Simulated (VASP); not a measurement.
Given:

```yaml
crystal:
  lattice:
    - [1.76471, -3.05657, 0.00000]
    - [1.76471, 3.05657, 0.00000]
    - [0.00000, 0.00000, 5.42752]
  atoms:
    - { symbol: Er, position: [0.33333, 0.66667, 0.25000] }
    - { symbol: Er, position: [0.66667, 0.33333, 0.75000] }
```

Method: MS2 meta-GGA, VASP's PBE PAW potentials (set 64) (plane waves; VASP). Settings: 520 eV cut-off, 13×13×8 Γ-centred mesh, tetrahedra with Blöchl corrections, potentials Er_3.

The 4f electrons are frozen in the core of the lanthanide potential, so 4f levels, which can set the real gap, and their magnetism are missing.

Q: What does the run give for the energy per atom (σ→0), band gap (over mesh and band path) with the smallest direct gap where there is one?

A: 
```json
{
 "band gap (over mesh and band path)": "none (metal, semimetal or under 0.01 eV)",
 "energy per atom (σ→0)": "10.380 eV/atom"
}
```

Total energies compare only between runs with the same potentials, cut-off and functional.

The compound is Er in the hcp structure. It was relaxed first.
